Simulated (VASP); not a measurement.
A convergence study with VASP on NiAl (CsCl type): one setting is varied, all else stays as given below, so the limit is that of these other settings.

```
AlNi
1.0
    2.89000     0.00000     0.00000
    0.00000     2.89000     0.00000
    0.00000     0.00000     2.89000
Al Ni
1 1
Direct
  0.50000   0.50000   0.50000
  0.00000   0.00000   0.00000
```

Calculation: PBE GGA, VASP's PBE PAW potentials (set 64) (plane waves; VASP). The tightest run used: 550 eV cut-off, 18×18×18 Monkhorst-Pack mesh, first-order Methfessel-Paxton smearing of 0.10 eV, potentials Al Ni.

```tsv
setting	E (eV/atom)	pressure (GPa)	irreducible k-points
1×1×1 mesh	-3.8118	8.62	1
2×2×2 mesh	-4.3296	2.59	1
3×3×3 mesh	-5.1788	1.24	4
4×4×4 mesh	-5.1990	2.08	4
5×5×5 mesh	-5.2475	1.35	10
6×6×6 mesh	-5.2703	0.53	10
7×7×7 mesh	-5.2759	0.48	20
8×8×8 mesh	-5.2713	0.57	20
9×9×9 mesh	-5.2671	0.35	35
```

**Question.** These are the cheaper rows. Estimate the results at 18×18×18 mesh, and how far the last row shown lies from them.

**Answer.** 
```
quantity        tightest run  last row shown is off by
--------------  ------------  ------------------------
E (eV/atom)          -5.2691                    0.0019
pressure (GPa)          0.49                     -0.14
```

Left out are rungs that failed or repeat a setting and relaxations that didn't move; long series are thinned to 24 rows.

The compound is NiAl in the CsCl type structure. The cell was not relaxed at this level. The run is not spin-polarised, so no magnetic state was tried. The electron count is odd and the run is not spin-polarised, which forces a metal.
